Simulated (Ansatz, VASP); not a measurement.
# Ba2C in VASP and in Ansatz

```xyz
3
Lattice="0.0000 3.2360 3.2360 3.2360 0.0000 3.2360 3.2360 3.2360 0.0000" Properties=species:S:1:pos:R:3 pbc="T T T"
C     0.0000    0.0000    0.0000
Ba    1.6180    1.6180    1.6180
Ba    4.8541    4.8541    4.8541
```

The cell comes from a database or a generator and needn't be the stable form of this composition.

Alike in both runs: task single point; functional PBE; k mesh 6 × 6 × 6; occupations gaussian, width 0.05 eV; no spin polarisation.

```csv
,VASP,Ansatz
version,VASP 6.6.1,Ansatz 0.2.0
potentials or method,"VASP PAW PBE potentials, release 64 (C, Ba_sv)","scalar-relativistic, plane waves, PAW"
plane-wave cutoff (eV),520,420
valence electrons in the cell,24,24
```

|  | VASP | Ansatz | Ansatz less VASP |
| --- | --- | --- | --- |
| gap on the k mesh at the Fermi level (eV) | none | none | - |
| pressure (GPa) | 18.0 | 14.4 | -3.67 |

A gap of «none» marks a metal or a gap that the smearing closes. The functional is the same, so the differences come from potentials, cutoffs and numerics.

Caveats: so large a pressure means that the cell lies far from this level's equilibrium, or that cutoff or potentials fall short (VASP). Spin-orbit coupling is left out, which matters for the levels of Ba.
